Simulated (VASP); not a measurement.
Crystal: Sn2Ge.

```
Sn Ge
1.0
     3.88634    0.00000    0.00000
    -1.94317    3.36567    0.00000
     0.00000    0.00000    4.93800
Sn Ge
2 1
Cartesian
  0.0000 2.2438 1.2345
  1.9432 1.1219 3.7035
  0.0000 0.0000 0.0000
```

The cell was built by a generator and needn't be a form met in nature.

* Program: VASP 6.6.1
* Task: relaxation of cell and atoms
* Functional: PBE
* Potentials or basis: VASP PAW PBE potentials, release 64 (Sn_d, Ge_d)
* Cutoff: 520 eV
* k mesh: 6 × 6 × 4
* Occupations: gaussian, width 0.15 eV
* Spin: no spin polarisation

At the start: pressure 24.1 GPa; volume 21.53 Å³/atom.

Question: How do energy, volume and symmetry change on relaxing?

Answer: Over 15 steps the energy falls by 480.3 meV/atom and the volume is 26.60 Å³/atom (+23.5 %); space group P-3m1 (No. 164, to 0.05 Å).

Step by step:
| step | energy change (eV) | largest force (eV/Å) | pressure (GPa) | volume (Å³) |
| --- | --- | --- | --- | --- |
| 1 | 0.0000 | 3.0580 | 24.09 | 64.59 |
| 2 | -0.9369 | 0.4596 | -6.90 | 99.71 |
| 3 | -1.3976 | 0.2571 | -0.67 | 83.44 |
| 4 | -1.3983 | 0.3150 | -0.39 | 83.03 |
| 5 | -1.4124 | 0.2372 | -0.27 | 82.21 |
| 6 | -1.4211 | 0.2237 | -0.14 | 81.60 |
| 7 | -1.4330 | 0.1656 | 0.34 | 80.37 |
| 8 | -1.4331 | 0.0830 | 1.23 | 77.92 |
| 9 | -1.4362 | 0.1929 | 0.18 | 79.60 |
| 10 | -1.4366 | 0.1229 | 1.01 | 78.76 |
| 11 | -1.4368 | 0.1890 | 0.55 | 79.18 |
| 12 | -1.4369 | 0.1411 | 0.37 | 79.07 |
| 13 | -1.4368 | 0.1323 | 0.51 | 78.91 |
| 14 | -1.4405 | 0.0260 | -0.92 | 80.08 |
| 15 | -1.4408 | 0.0681 | -0.14 | 79.79 |

Final structure:
```cif
data_structure
_symmetry_space_group_name_H-M 'P 1'
_symmetry_Int_Tables_number 1
_cell_length_a 4.2952
_cell_length_b 4.2952
_cell_length_c 4.9942
_cell_angle_alpha 90.000
_cell_angle_beta 90.000
_cell_angle_gamma 120.000
_cell_volume 79.79
loop_
_atom_site_label
_atom_site_type_symbol
_atom_site_fract_x
_atom_site_fract_y
_atom_site_fract_z
_atom_site_occupancy
Sn1 Sn 0.33333 0.66667 0.28364 1
Sn2 Sn 0.66667 0.33333 0.71636 1
Ge1 Ge 0.00000 0.00000 0.00000 1
```

Caveat: the volume moved by over 15 % at a fixed basis, so the end points are rough.
